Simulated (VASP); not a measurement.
# A VASP study of TiC (AM05): structure first, properties next, part 4 of 5

Aim: relax TiC, then compute properties on the relaxed cell. The start is a cell from a database of measured crystal structures.

VASP 6.6.1; AM05; plane waves and PAW (Ti_sv, C).

Still holding for the runs below: The k-mesh is coarse for a metal.

So far. Step 9 (Volume scan with AM05 (run 3)): The run ends at a pressure of 5.54 GPa. Step 10 (Volume scan with AM05 (run 4)): The pressure falls from 5.54 to -0.05 GPa, so it vanishes between these two volumes.

The database entry behind the starting cell differs from later determinations by our own check (0.1 to 0.3 % short, probably kX units), so it need not match the best structure at ambient conditions.

**11. Volume scan with AM05 (run 5)**

Input file INCAR:

```
SYSTEM = TiC
PREC = Accurate
ENCUT = 520
EDIFF = 1E-06
NELM = 100
ISMEAR = 0
SIGMA = 0.05
LREAL = .FALSE.
ALGO = Normal
GGA = AM
NBANDS = 14
LASPH = .TRUE.
LORBIT = 11
LWAVE = .FALSE.
LCHARG = .FALSE.
KPAR = 2
ISIF = 2
```

Input file POSCAR:

```
TiC
1.0
    0.0000000000      2.1589778665      2.1589778665
    2.1589778665      0.0000000000      2.1589778665
    2.1589778665      2.1589778665      0.0000000000
Ti C
1 1
Direct
    0.0000000000      0.0000000000      0.0000000000
    0.5000000000      0.5000000000      0.5000000000
```

Input file KPOINTS:

```
Automatic mesh
0
Gamma
8 8 8
0 0 0
```

Potentials, in the order of the species: Ti_sv and C (PBE family, release 64).

On the command line:

```bash
$ mpirun -np 2 vasp_std
```

The log of the run:

```text
[... set-up lines as in an earlier step ...]
 entering main loop
       N       E                     dE             d eps       ncg     rms          rms(c)
DAV:   1     0.122306267846E+03    0.12231E+03   -0.79231E+03   812   0.135E+03
DAV:   2    -0.166431673714E+02   -0.13895E+03   -0.13057E+03   890   0.356E+02
DAV:   3    -0.243212374975E+02   -0.76781E+01   -0.75284E+01  1052   0.827E+01
DAV:   4    -0.246214350570E+02   -0.30020E+00   -0.30004E+00   998   0.149E+01
[...]
DAV:  12    -0.193257609930E+02    0.79678E-05   -0.42602E-04   926   0.222E-01    0.463E-02
DAV:  13    -0.193257567499E+02    0.42431E-05   -0.21331E-05   986   0.380E-02    0.647E-03
DAV:  14    -0.193257564229E+02    0.32701E-06   -0.18611E-06   864   0.207E-02
   1 F= -.19325756E+02 E0= -.19325306E+02  d E =-.901120E-03
```

It took 10 s on 2 MPI ranks of Intel Xeon Platinum 8375C at 2.90GHz (Ice Lake), shared host; peak memory 0.25 GiB.

From OUTCAR (step 11):

```text
  Total       -0.6444850     -0.6444850     -0.6444850     -0.0000000      0.0000000      0.0000000
  in kB      -51.3037173    -51.3037173    -51.3037173     -0.0000000      0.0000000      0.0000000
  external PRESSURE =     -51.3037173 kB  Pullay stress =       0.0000000 kB

 POSITION                                       TOTAL-FORCE (eV/Angst)
 -----------------------------------------------------------------------------------
      0.00000      0.00000      0.00000         0.000000     -0.000000     -0.000000
      2.15898      2.15898      2.15898        -0.000000      0.000000      0.000000
 -----------------------------------------------------------------------------------
    total drift:                                0.000000     -0.000000     -0.000000

  FREE ENERGIE OF THE ION-ELECTRON SYSTEM (eV)
  ---------------------------------------------------
  free  energy   TOTEN  =       -19.3257564229 eV

  energy  without entropy=      -19.3248553027  energy(sigma->0) =      -19.32530586

[... 1 part as in an earlier step ...]

[... 2 further parts left out ...]
[key lines of the parts left out:]
E-fermi :   9.3924
```

The pressure falls from -0.05 to -5.13 GPa.

The run ends at a pressure of -5.13 GPa.

**12. Volume scan with AM05 (run 6)**

INCAR is that of step 11.

Input file POSCAR:

```
TiC
1.0
    0.0000000000      2.1729975961      2.1729975961
    2.1729975961      0.0000000000      2.1729975961
    2.1729975961      2.1729975961      0.0000000000
Ti C
1 1
Direct
    0.0000000000      0.0000000000      0.0000000000
    0.5000000000      0.5000000000      0.5000000000
```

KPOINTS is that of step 11.

On the command line:

```bash
$ mpirun -np 2 vasp_std
```

The log of the run:

```text
[... set-up lines as in an earlier step ...]
 entering main loop
       N       E                     dE             d eps       ncg     rms          rms(c)
DAV:   1     0.118426918556E+03    0.11843E+03   -0.79906E+03   812   0.136E+03
DAV:   2    -0.161411488560E+02   -0.13457E+03   -0.12595E+03   848   0.357E+02
DAV:   3    -0.242979623121E+02   -0.81568E+01   -0.79600E+01  1064   0.835E+01
DAV:   4    -0.246494324831E+02   -0.35147E+00   -0.35131E+00   998   0.165E+01
[...]
DAV:  13    -0.193077340961E+02    0.11035E-04   -0.67025E-05   938   0.713E-02    0.136E-02
DAV:  14    -0.193077323219E+02    0.17742E-05   -0.35706E-06   938   0.296E-02    0.570E-03
DAV:  15    -0.193077321480E+02    0.17387E-06   -0.71689E-07   594   0.151E-02
   1 F= -.19307732E+02 E0= -.19307288E+02  d E =-.889236E-03
```

Wall time 9 s (2 MPI ranks); peak memory 0.26 GiB; 16 s of CPU time.

Parts of OUTCAR (step 12):

```text
  Total       -1.2352815     -1.2352815     -1.2352815     -0.0000000      0.0000000      0.0000000
  in kB      -96.4425704    -96.4425704    -96.4425704     -0.0000000      0.0000000      0.0000000
  external PRESSURE =     -96.4425704 kB  Pullay stress =       0.0000000 kB

 POSITION                                       TOTAL-FORCE (eV/Angst)
 -----------------------------------------------------------------------------------
      0.00000      0.00000      0.00000        -0.000000      0.000000     -0.000000
      2.17300      2.17300      2.17300         0.000000     -0.000000      0.000000
 -----------------------------------------------------------------------------------
    total drift:                                0.000000     -0.000000     -0.000000

  FREE ENERGIE OF THE ION-ELECTRON SYSTEM (eV)
  ---------------------------------------------------
  free  energy   TOTEN  =       -19.3077321480 eV

  energy  without entropy=      -19.3068429118  energy(sigma->0) =      -19.30728753

[... 1 part as in an earlier step ...]

[... 2 further parts left out ...]
[key lines of the parts left out:]
E-fermi :   9.1630
```

The pressure falls from -5.13 to -9.64 GPa.

The run ends at a pressure of -9.64 GPa.

**13. Volume scan with AM05 (run 7)**

INCAR is that of step 12.

Input file POSCAR:

```
TiC
1.0
    0.0000000000      2.1868387183      2.1868387183
    2.1868387183      0.0000000000      2.1868387183
    2.1868387183      2.1868387183      0.0000000000
Ti C
1 1
Direct
    0.0000000000      0.0000000000      0.0000000000
    0.5000000000      0.5000000000      0.5000000000
```

KPOINTS is that of step 12.

On the command line:

```bash
$ mpirun -np 2 vasp_std
```

The log of the run:

```text
[... set-up lines as in an earlier step ...]
 entering main loop
       N       E                     dE             d eps       ncg     rms          rms(c)
DAV:   1     0.121900380621E+03    0.12190E+03   -0.81108E+03   812   0.135E+03
DAV:   2    -0.168371025565E+02   -0.13874E+03   -0.13109E+03   866   0.349E+02
DAV:   3    -0.244215806681E+02   -0.75845E+01   -0.74218E+01  1066   0.819E+01
DAV:   4    -0.246788801767E+02   -0.25730E+00   -0.25705E+00  1026   0.137E+01
[...]
DAV:  13    -0.192789930042E+02    0.30839E-04   -0.12195E-04   962   0.125E-01    0.241E-02
DAV:  14    -0.192789899034E+02    0.31008E-05   -0.10184E-05  1140   0.457E-02    0.358E-03
DAV:  15    -0.192789901469E+02   -0.24347E-06   -0.39906E-07   538   0.748E-03
   1 F= -.19278990E+02 E0= -.19278578E+02  d E =-.824914E-03
```

Wall time 13 s (2 MPI ranks); peak memory 0.26 GiB; 24 s of CPU time.

From OUTCAR (step 13):

```text
  Total       -1.8092210     -1.8092210     -1.8092210      0.0000000      0.0000000      0.0000000
  in kB     -138.5868262   -138.5868262   -138.5868262      0.0000000      0.0000000      0.0000000
  external PRESSURE =    -138.5868262 kB  Pullay stress =       0.0000000 kB

 POSITION                                       TOTAL-FORCE (eV/Angst)
 -----------------------------------------------------------------------------------
      0.00000      0.00000      0.00000        -0.000000     -0.000000     -0.000000
      2.18684      2.18684      2.18684         0.000000      0.000000      0.000000
 -----------------------------------------------------------------------------------
    total drift:                                0.000000     -0.000000     -0.000000

  FREE ENERGIE OF THE ION-ELECTRON SYSTEM (eV)
  ---------------------------------------------------
  free  energy   TOTEN  =       -19.2789901469 eV

  energy  without entropy=      -19.2781652324  energy(sigma->0) =      -19.27857769

[... 1 part as in an earlier step ...]

[... 2 further parts left out ...]
[key lines of the parts left out:]
E-fermi :   8.9409
```

The pressure falls from -9.64 to -13.86 GPa.

The run ends at a pressure of -13.86 GPa.

**14. Fit for AM05**

This step: Birch-Murnaghan fit, AM05; plane waves and PAW (VASP 6.6.1).

No new run; the numbers come from the runs before.

This step gave:

```yaml
pressure_derivative_of_the_bulk_modulus: 4.108
r_m_s_error_of_the_fit: 4.53e-6 eV/atom
minimum_inside_the_sampled_range: yes
bulk_modulus: 264.7 GPa
equilibrium_volume_of_the_fit: 9.867 Å³/atom
```

The energy above the fitted minimum by volume:

```csv
volume (Å³/atom),energy above the fitted minimum (eV/atom)
9.274,0.0327
9.471,0.0140
9.669,0.00341
9.866,6.5e-6
10.063,0.00312
10.261,0.0121
10.458,0.0265
```

The fitted volume lies +0.01 % from the relaxed one.

**15. Volume scan with AM05 (run 8)**

This step: AM05; plane waves and PAW (Ti_sv, C) (VASP 6.6.1).

INCAR is that of step 13.

Input file POSCAR:

```
TiC
1.0
    0.0000000000      2.1009904773      2.1009904773
    2.1009904773      0.0000000000      2.1009904773
    2.1009904773      2.1009904773      0.0000000000
Ti C
1 1
Direct
    0.0000000000      0.0000000000      0.0000000000
    0.5000000000      0.5000000000      0.5000000000
```

KPOINTS is that of step 13.

On the command line:

```bash
$ mpirun -np 2 vasp_std
```

The log of the run:

```text
[... set-up lines as in an earlier step ...]
 entering main loop
       N       E                     dE             d eps       ncg     rms          rms(c)
[... 15 cycles as in an earlier step ...]
   1 F= -.19266470E+02 E0= -.19266138E+02  d E =-.663846E-03
```

Elapsed: 9.8 s, on 2 MPI ranks; peak memory 0.26 GiB.

Parts of OUTCAR (step 15):

```text
[... 6 parts as in an earlier step ...]

[... 1 further part left out ...]
[key lines of the parts left out:]
E-fermi :  10.3740
```

The pressure here is 18.56 GPa.

The run ends at a pressure of 18.56 GPa.

**16. Volume scan with AM05 (run 9)**

INCAR is that of step 15.

Input file POSCAR:

```
TiC
1.0
    0.0000000000      2.1157866724      2.1157866724
    2.1157866724      0.0000000000      2.1157866724
    2.1157866724      2.1157866724      0.0000000000
Ti C
1 1
Direct
    0.0000000000      0.0000000000      0.0000000000
    0.5000000000      0.5000000000      0.5000000000
```

KPOINTS is that of step 15.

On the command line:

```bash
$ mpirun -np 2 vasp_std
```

The log of the run:

```text
[... set-up lines as in an earlier step ...]
 entering main loop
       N       E                     dE             d eps       ncg     rms          rms(c)
[... 14 cycles as in an earlier step ...]
   1 F= -.19303812E+02 E0= -.19303468E+02  d E =-.686805E-03
```

Run time: 8.2 s. Hardware: 2 MPI ranks; peak memory 0.25 GiB; 15 s of CPU time.

OUTCAR, selected parts (step 16):

```text
[... 6 parts as in an earlier step ...]

[... 1 further part left out ...]
[key lines of the parts left out:]
E-fermi :  10.1189
```

The pressure falls from 18.56 to 11.73 GPa.

The run ends at a pressure of 11.73 GPa.

**17. Volume scan with AM05 (run 10)**

INCAR is that of step 16.

Input file POSCAR:

```
TiC
1.0
    0.0000000000      2.1303787657      2.1303787657
    2.1303787657      0.0000000000      2.1303787657
    2.1303787657      2.1303787657      0.0000000000
Ti C
1 1
Direct
    0.0000000000      0.0000000000      0.0000000000
    0.5000000000      0.5000000000      0.5000000000
```

KPOINTS is that of step 16.

On the command line:

```bash
$ mpirun -np 2 vasp_std
```

The log of the run:

```text
[... set-up lines as in an earlier step ...]
 entering main loop
       N       E                     dE             d eps       ncg     rms          rms(c)
[... 14 cycles as in an earlier step ...]
   1 F= -.19325118E+02 E0= -.19324739E+02  d E =-.758874E-03
```

The job ended after 8.8 s (2 MPI ranks; peak memory 0.26 GiB).

From OUTCAR (step 17):

```text
[... 6 parts as in an earlier step ...]

[... 1 further part left out ...]
[key lines of the parts left out:]
E-fermi :   9.8708
```

The pressure falls from 11.73 to 5.54 GPa.

The run ends at a pressure of 5.54 GPa.

**18. Volume scan with AM05 (run 11)**

INCAR is that of step 17.

Input file POSCAR:

```
TiC
1.0
    0.0000000000      2.1447736535      2.1447736535
    2.1447736535      0.0000000000      2.1447736535
    2.1447736535      2.1447736535      0.0000000000
Ti C
1 1
Direct
    0.0000000000      0.0000000000      0.0000000000
    0.5000000000      0.5000000000      0.5000000000
```

KPOINTS is that of step 17.

On the command line:

```bash
$ mpirun -np 2 vasp_std
```

The log of the run:

```text
[... set-up lines as in an earlier step ...]
 entering main loop
       N       E                     dE             d eps       ncg     rms          rms(c)
[... 14 cycles as in an earlier step ...]
   1 F= -.19331964E+02 E0= -.19331539E+02  d E =-.850373E-03
```

Wall time 11 s (2 MPI ranks); peak memory 0.26 GiB; 21 s of CPU time.

From OUTCAR (step 18):

```text
[... 6 parts as in an earlier step ...]

[... 1 further part left out ...]
[key lines of the parts left out:]
E-fermi :   9.6285
```

The pressure falls from 5.54 to -0.05 GPa, so it vanishes between these two volumes.

**19. Volume scan with AM05 (run 12)**

INCAR is that of step 18.

Input file POSCAR:

```
TiC
1.0
    0.0000000000      2.1589778665      2.1589778665
    2.1589778665      0.0000000000      2.1589778665
    2.1589778665      2.1589778665      0.0000000000
Ti C
1 1
Direct
    0.0000000000      0.0000000000      0.0000000000
    0.5000000000      0.5000000000      0.5000000000
```

KPOINTS is that of step 18.

On the command line:

```bash
$ mpirun -np 2 vasp_std
```

The log of the run:

```text
[... set-up lines as in an earlier step ...]
 entering main loop
       N       E                     dE             d eps       ncg     rms          rms(c)
[... 14 cycles as in an earlier step ...]
   1 F= -.19325756E+02 E0= -.19325306E+02  d E =-.901120E-03
```

Elapsed: 11 s, on 2 MPI ranks; peak memory 0.25 GiB.

Parts of OUTCAR (step 19):

```text
[... 6 parts as in an earlier step ...]

[... 1 further part left out ...]
[key lines of the parts left out:]
E-fermi :   9.3924
```

The pressure falls from -0.05 to -5.13 GPa.

The run ends at a pressure of -5.13 GPa.

**20. Volume scan with AM05 (run 13)**

INCAR is that of step 19.

Input file POSCAR:

```
TiC
1.0
    0.0000000000      2.1729975961      2.1729975961
    2.1729975961      0.0000000000      2.1729975961
    2.1729975961      2.1729975961      0.0000000000
Ti C
1 1
Direct
    0.0000000000      0.0000000000      0.0000000000
    0.5000000000      0.5000000000      0.5000000000
```

KPOINTS is that of step 19.

On the command line:

```bash
$ mpirun -np 2 vasp_std
```

The log of the run:

```text
[... set-up lines as in an earlier step ...]
 entering main loop
       N       E                     dE             d eps       ncg     rms          rms(c)
[... 15 cycles as in an earlier step ...]
   1 F= -.19307732E+02 E0= -.19307288E+02  d E =-.889236E-03
```

Run time: 11 s. Hardware: 2 MPI ranks; peak memory 0.26 GiB; 21 s of CPU time.

OUTCAR, selected parts (step 20):

```text
[... 6 parts as in an earlier step ...]

[... 1 further part left out ...]
[key lines of the parts left out:]
E-fermi :   9.1630
```

The pressure falls from -5.13 to -9.64 GPa.

The run ends at a pressure of -9.64 GPa.

**21. Volume scan with AM05 (run 14)**

INCAR is that of step 20.

Input file POSCAR:

```
TiC
1.0
    0.0000000000      2.1868387183      2.1868387183
    2.1868387183      0.0000000000      2.1868387183
    2.1868387183      2.1868387183      0.0000000000
Ti C
1 1
Direct
    0.0000000000      0.0000000000      0.0000000000
    0.5000000000      0.5000000000      0.5000000000
```

KPOINTS is that of step 20.

On the command line:

```bash
$ mpirun -np 2 vasp_std
```

The log of the run:

```text
[... set-up lines as in an earlier step ...]
 entering main loop
       N       E                     dE             d eps       ncg     rms          rms(c)
[... 15 cycles as in an earlier step ...]
   1 F= -.19278990E+02 E0= -.19278578E+02  d E =-.824914E-03
```

The job ended after 9 s (2 MPI ranks; peak memory 0.26 GiB).

Parts of OUTCAR (step 21):

```text
[... 6 parts as in an earlier step ...]

[... 1 further part left out ...]
[key lines of the parts left out:]
E-fermi :   8.9409
```

The pressure falls from -9.64 to -13.86 GPa.

The run ends at a pressure of -13.86 GPa.

**22. The series together**

Times are for 2 MPI ranks of Intel Xeon Platinum 8375C at 2.90GHz (Ice Lake), shared host. The runs compared:

```csv
no.,volume scale,energy above the lowest point (meV/atom),pressure (GPa),time,memory (GiB)
1,0.94,32.7,18.56,14 s,0.26
2,0.94,32.7,18.56,9.8 s,0.26
3,0.96,14.04,11.73,10 s,0.25
4,0.96,14.04,11.73,8.2 s,0.25
5,0.98,3.4,5.539,11 s,0.25
6,0.98,3.4,5.539,8.8 s,0.26
7,1,0,-0.05434,8 s,0.25
8,1,0,-0.05434,11 s,0.26
9,1.02,3.12,-5.130,10 s,0.25
10,1.02,3.12,-5.130,11 s,0.25
11,1.04,12.13,-9.644,9 s,0.26
12,1.04,12.13,-9.644,11 s,0.26
13,1.06,26.48,-13.86,13 s,0.26
14,1.06,26.48,-13.86,9 s,0.26
```

[end of part 4 of 5]

[Lines on the potential files, build, host, timing and source positions are cut from VASP's logs without a mark.]

[Logs are printed without paths, hosts, clocks, repeated set-up lines and the standing remarks that a program may print on its own settings, such as how far it seeks lower states.]

[Hosts, paths, dates, database ids (printed as entryN), source tags and the programs' standing remarks are cut or masked in the printed files.]

[A measured line is paired with the nearest computed mode of its activity, which favours agreement.]
